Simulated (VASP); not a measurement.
All values below come from revTPSS meta-GGA, VASP's PBE PAW potentials (set 64) (plane waves; VASP 6.6.1).

VASP ran on this input.

POSCAR:
```
Mo
1
   -1.5721316597     1.5721316597     1.5721316597
    1.5721316597    -1.5721316597     1.5721316597
    1.5721316597     1.5721316597    -1.5721316597
Mo
1
Direct
  0.0000000000   0.0000000000   0.0000000000
```

### KPOINTS_OPT
```
k-points along high-symmetry lines
10
Line-mode
Reciprocal
  0.000000   0.000000   0.000000 ! GAMMA
  0.500000  -0.500000   0.500000 ! H

  0.500000  -0.500000   0.500000 ! H
  0.000000   0.000000   0.500000 ! N

  0.000000   0.000000   0.500000 ! N
  0.000000   0.000000   0.000000 ! GAMMA

  0.000000   0.000000   0.000000 ! GAMMA
  0.250000   0.250000   0.250000 ! P

  0.250000   0.250000   0.250000 ! P
  0.500000  -0.500000   0.500000 ! H

  0.250000   0.250000   0.250000 ! P
  0.000000   0.000000   0.500000 ! N
```

**KPOINTS**
```
Automatic mesh
0
Gamma
18 18 18
0 0 0
```

**INCAR**
```
! general
SYSTEM   =  Mo
PREC     =  Accurate
ENCUT    =  520
LREAL    =  .FALSE.   ! projection in real space or not
LASPH    =  .TRUE.   ! aspherical one-centre terms

! electronic loop
EDIFF    =  1E-7   ! SCF stop (eV)
NELM     =  100   ! most electronic steps
ALGO     =  Normal   ! blocked Davidson
LMAXMIX  =  4   ! l cut-off of mixed one-centre charges
LMIXTAU  =  .TRUE.

! smearing
ISMEAR   =  -5   ! tetrahedra, Bloechl

! functional
METAGGA  =  RTPSS

! ions
ISIF     =  2   ! forces and stress, cell fixed

! output
LWAVE    =  .FALSE.
LCHARG   =  .FALSE.
LORBIT   =  11
NEDOS    =  601
```

POTCAR, in this order: Mo_sv (PBE.64 set). Program: vasp_std.

What VASP printed:

### OSZICAR
```
       N       E                     dE             d eps       ncg     rms          rms(c)
DAV:   1     0.211772657518E+03    0.21177E+03   -0.11596E+04  4895   0.290E+03
DAV:   2     0.780039067155E+02   -0.13377E+03   -0.12419E+03  5666   0.463E+02
DAV:   3     0.709304915892E+02   -0.70734E+01   -0.66844E+01  6142   0.134E+02
DAV:   4     0.707850848259E+02   -0.14541E+00   -0.14467E+00  5887   0.184E+01
DAV:   5     0.707814248603E+02   -0.36600E-02   -0.36473E-02  6331   0.280E+00    0.415E+01
DAV:   6     0.171002965241E+01   -0.69071E+02   -0.49383E+02  4290   0.367E+02    0.129E+01
DAV:   7     0.969379930564E+00   -0.74065E+00   -0.22595E+00  5136   0.229E+01    0.932E+00
DAV:   8     0.692254845123E+01    0.59532E+01   -0.77131E+00  4413   0.434E+01    0.429E+00
DAV:   9     0.145880802070E+01   -0.54637E+01   -0.52410E+00  4302   0.364E+01    0.282E+00
DAV:  10     0.111707247101E+01   -0.34174E+00   -0.24563E-01  4380   0.746E+00    0.256E+00
DAV:  11     0.107206943802E+01   -0.45003E-01   -0.11735E-01  4569   0.505E+00    0.149E-01
DAV:  12     0.106902095252E+01   -0.30485E-02   -0.52756E-03  5043   0.907E-01    0.425E-01
DAV:  13     0.106859941350E+01   -0.42154E-03   -0.83975E-04  4587   0.339E-01    0.120E-01
DAV:  14     0.106826045336E+01   -0.33896E-03   -0.10777E-04  4794   0.143E-01    0.348E-02
DAV:  15     0.106827889405E+01    0.18441E-04   -0.21221E-05  4836   0.709E-02    0.149E-02
DAV:  16     0.106828000982E+01    0.11158E-05   -0.17574E-06  4851   0.174E-02    0.631E-03
DAV:  17     0.106828160167E+01    0.15918E-05   -0.11181E-06  4635   0.150E-02    0.598E-04
DAV:  18     0.106827809616E+01   -0.35055E-05   -0.54035E-08  2808   0.360E-03    0.582E-04
DAV:  19     0.106827901281E+01    0.91665E-06    0.16364E-09  2295   0.797E-04    0.519E-04
DAV:  20     0.106827822160E+01   -0.79121E-06   -0.40471E-09  2256   0.954E-04    0.915E-05
DAV:  21     0.106827837612E+01    0.15452E-06   -0.33000E-10  2196   0.246E-04    0.647E-05
DAV:  22     0.106827831858E+01   -0.57537E-07   -0.72015E-11  2211   0.121E-04
   1 F= 0.10682783E+01 E0= 0.10682783E+01  d E =0.000000E+00
       N       E                     dE             ncg
```

File OUTCAR:
```
------------------------ aborting loop because EDIFF is reached ----------------------------------------
  FORCE on cell =-STRESS in cart. coord.  units (eV):
  Direction    XX          YY          ZZ          XY          YZ          ZX
  --------------------------------------------------------------------------------------
  Total       -0.0039636     -0.0039636     -0.0039636      0.0000000     -0.0000000      0.0000000
  in kB       -0.4085736     -0.4085736     -0.4085736      0.0000000     -0.0000000      0.0000000
  external PRESSURE =      -0.4085736 kB  Pullay stress =       0.0000000 kB
  volume of cell :       15.54
      direct lattice vectors                 reciprocal lattice vectors
    -1.572131660  1.572131660  1.572131660     0.000000000  0.318039521  0.318039521
     1.572131660 -1.572131660  1.572131660     0.318039521  0.000000000  0.318039521
     1.572131660  1.572131660 -1.572131660     0.318039521  0.318039521  0.000000000
 POSITION                                       TOTAL-FORCE (eV/Angst)
 -----------------------------------------------------------------------------------
      0.00000      0.00000      0.00000        -0.000000      0.000000     -0.000000
 -----------------------------------------------------------------------------------
    total drift:                                0.000000     -0.000000      0.000000
  FREE ENERGIE OF THE ION-ELECTRON SYSTEM (eV)
  ---------------------------------------------------
  free  energy   TOTEN  =         1.0682783186 eV

  energy  without entropy=        1.0682783186  energy(sigma->0) =        1.06827832

 total charge

# of ion       s       p       d       tot
------------------------------------------
    1        2.374   6.199   3.866  12.439
```
(Selected blocks of OUTCAR.)

For a metal the tetrahedron method with Blöchl corrections gives inexact stress and forces.

The compound is Mo in the bcc structure. It was relaxed first.
